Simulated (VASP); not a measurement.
A VASP calculation is set up with these files.

### POSCAR
```
Na2S
3.2283780
  0.0000000000   1.0000001142   1.0000001142
  1.0000001142   0.0000000000   1.0000001142
  1.0000001142   1.0000001142   0.0000000000
Na S
2 1
Cart
  0.5000000571   0.5000000571   0.5000000571
  1.5000001713   1.5000001713   1.5000001713
  0.0000000000   0.0000000000   0.0000000000
```

**KPOINTS**
```
Automatic mesh
0
gamma
6 6 6
0 0 0
```

INCAR:
```
SYSTEM = Na2S
PREC = Accurate; ENCUT = 520; LREAL = .FALSE.
LASPH = .TRUE.
EDIFF = 1E-7; NELM = 100; ALGO = Normal
ISMEAR = 0; SIGMA = 0.05
GGA = BO; LUSE_VDW = .TRUE.; AGGAC = 0.0
PARAM1 = 0.1833333333; PARAM2 = 0.22
ISIF = 2
LWAVE = .FALSE.; LCHARG = .FALSE.
```

POTCAR, in this order: Na_pv S (PBE.64 set). Program: vasp_std.

Task: Translate this optB88-vdW calculation to Quantum ESPRESSO's pw.x.

Result: One equivalent input (not run):
```
&CONTROL
  calculation = 'scf'
  pseudo_dir = './pseudo'
  outdir = './out'
  tprnfor = .true.
  tstress = .true.
/
&SYSTEM
  ibrav = 0
  nat = 3
  ntyp = 2
  ecutwfc = 88
  occupations = 'smearing'
  smearing = 'gaussian'
  degauss = 0.003675
  input_dft = 'vdw-df-obk8'
/
&ELECTRONS
  conv_thr = 7.3e-09
  electron_maxstep = 100
/
ATOMIC_SPECIES
  Na 22.990 Na.upf
  S 32.060 S.upf
CELL_PARAMETERS angstrom
     0.0000000    3.2283784    3.2283784
     3.2283784    0.0000000    3.2283784
     3.2283784    3.2283784    0.0000000
ATOMIC_POSITIONS crystal
  Na   0.2500000  0.2500000  0.2500000
  Na   0.7500000  0.7500000  0.7500000
  S    0.0000000  0.0000000  0.0000000
K_POINTS automatic
  6 6 6 0 0 0
```
What does not carry over: the potentials are each code's own (VASP's PAW set, PseudoDojo norm-conserving files in pw.x), so ENCUT and ecutwfc are chosen apart and not converted; conv_thr bounds pw.x's estimated SCF error, while EDIFF bounds the energy change between steps.

The compound is Na2S in the antifluorite structure. This cell is one point of a volume scan, at 0.97 of the reference volume.
